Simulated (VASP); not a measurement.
These are PBEsol GGA, VASP's PBE PAW potentials (set 64) (plane waves; VASP 6.6.1) values and carry that method's errors.

VASP input:

### INCAR
```
SYSTEM = AlNi
LORBIT = 11   ! lm-projected
PREC = Accurate
LREAL = F
ICHARG = 11   ! fixed density
LCHARG = F
LWAVE = F
EDIFF = 1E-7   ! SCF stop (eV)
ENCUT = 400
ALGO = Normal
SIGMA = 0.05
GGA = PS
ISMEAR = 0
LMAXMIX = 4   ! l cut-off of mixed one-centre charges
NELM = 100   ! most electronic steps
LASPH = T
```

**POSCAR**
```
AlNi
1
    1.3489479308     0.7788157914     3.8623406781
   -1.3489479308     0.7788157914     3.8623406781
    0.0000000000    -1.5576306760     3.8623406960
Al Ni
1 1
Direct
  0.0000000000   0.0000000000   0.0000000000
  0.5000000000   0.5000000000   0.5000000000
```

File KPOINTS:
```
k-points along high-symmetry lines
12
Line-mode
Reciprocal
  0.000000   0.000000   0.000000 ! GAMMA
  0.500000   0.500000   0.500000 ! T

  0.500000   0.500000   0.500000 ! T
  0.811565   0.188435   0.500000 ! H_2

  0.500000  -0.188435   0.188435 ! H_0
  0.500000   0.000000   0.000000 ! L

  0.500000   0.000000   0.000000 ! L
  0.000000   0.000000   0.000000 ! GAMMA

  0.000000   0.000000   0.000000 ! GAMMA
  0.344218  -0.344218   0.000000 ! S_0

  0.655782   0.000000   0.344218 ! S_2
  0.500000   0.000000   0.500000 ! F

  0.500000   0.000000   0.500000 ! F
  0.000000   0.000000   0.000000 ! GAMMA
```

POTCAR, in this order: Al Ni (PBE.64 set). Program: vasp_std. Read from the step before: CHGCAR.

Output

File OSZICAR:
```
       N       E                     dE             d eps       ncg     rms          rms(c)
DAV:   1     0.314369830509E+02    0.31437E+02   -0.49402E+03  1704   0.113E+03
DAV:   2    -0.114517862678E+02   -0.42889E+02   -0.40092E+02  1698   0.188E+02
DAV:   3    -0.122905349182E+02   -0.83875E+00   -0.83619E+00  1956   0.335E+01
DAV:   4    -0.123035776114E+02   -0.13043E-01   -0.13039E-01  1970   0.400E+00
DAV:   5    -0.123039861958E+02   -0.40858E-03   -0.40857E-03  1952   0.672E-01
DAV:   6    -0.123040062772E+02   -0.20081E-04   -0.20080E-04  2244   0.139E-01
DAV:   7    -0.123040067730E+02   -0.49580E-06   -0.49667E-06  1814   0.182E-02
DAV:   8    -0.123040068005E+02   -0.27449E-07   -0.28251E-07  1546   0.398E-03
   1 F= -.12304007E+02 E0= -.12303665E+02  d E =-.682997E-03
```

File OUTCAR:
```
 val. band max:        9.5063863198   @ k =   0.0939  -0.0939   0.0000

 cond. band min:       9.5261695915   @ k =   0.1818   0.0000   0.0000



 k-point     1 :       0.0000    0.0000    0.0000
  band No.  band energies     occupation
      1      -1.5092      2.00000
      2       5.7639      2.00000
      3       7.7281      2.00000
      4       7.7520      2.00000
      5       7.7520      2.00000
      6       8.1632      2.00000
      7       8.1632      2.00000
      8      12.2323      0.00000
      9      24.0719      0.00000
     10      24.0866      0.00000

 k-point     2 :       0.0455    0.0455    0.0455
  band No.  band energies     occupation
      1      -1.4888      2.00000
      2       5.7047      2.00000
      3       7.6674      2.00000
      4       7.7520      2.00000
      5       7.7520      2.00000
      6       8.1645      2.00000
      7       8.1645      2.00000
      8      12.3812      0.00000
      9      24.0152      0.00000
     10      24.1325      0.00000

 k-point     3 :       0.0909    0.0909    0.0909
  band No.  band energies     occupation
      1      -1.4279      2.00000
      2       5.5236      2.00000
      3       7.5239      2.00000
      4       7.7517      2.00000
      5       7.7517      2.00000
      6       8.1679      2.00000
      7       8.1679      2.00000
      8      12.7923      0.00000
      9      23.8890      0.00000
     10      23.9094      0.00000

 k-point     4 :       0.1364    0.1364    0.1364
  band No.  band energies     occupation
      1      -1.3270      2.00000
      2       5.2216      2.00000
      3       7.3688      2.00000
      4       7.7513      2.00000
      5       7.7513      2.00000
      6       8.1733      2.00000
      7       8.1733      2.00000
      8      13.3927      0.00000
      9      23.7368      0.00000
     10      23.7369      0.00000

 k-point     5 :       0.1818    0.1818    0.1818
  band No.  band energies     occupation
...
```

The density is held fixed in this step, so its total energy and stress have no physical meaning.

The structure was generated: AlNi was put into the CuPt type (R-3m), which need not be its known phase. It was relaxed first, which changed the volume by -8 %. The run is not spin-polarised, so no magnetic state was tried. The electron count is odd and the run is not spin-polarised, which forces a metal.
